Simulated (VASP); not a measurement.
Energy against volume of Pd (fcc). Calculation: revTPSS meta-GGA, VASP's PBE PAW potentials (set 64) (plane waves; VASP). Settings: 520 eV cut-off, 16×16×16 Γ-centred mesh, first-order Methfessel-Paxton smearing of 0.10 eV, potentials Pd.

```json
[
 {"V (Å³/atom)": "14.160", "E (eV/atom)": "9.63958"},
 {"V (Å³/atom)": "14.598", "E (eV/atom)": "9.63054"},
 {"V (Å³/atom)": "15.036", "E (eV/atom)": "9.63856"},
 {"V (Å³/atom)": "15.474", "E (eV/atom)": "9.66061"}
]
```

Q: Fit these four points and predict the energy of the run at 13.722 Å³/atom.

A: A cubic in V^(−2/3), the third-order Birch-Murnaghan form, passes through the four points with V0 = 14.60 Å³/atom and B0 = 207 GPa, and gives 9.6693 eV/atom there. The run gave 9.6693 eV/atom, -0.0 meV/atom from the fit; all five points give B0 = 207 GPa.

The compound is Pd in the fcc structure. It was relaxed first.
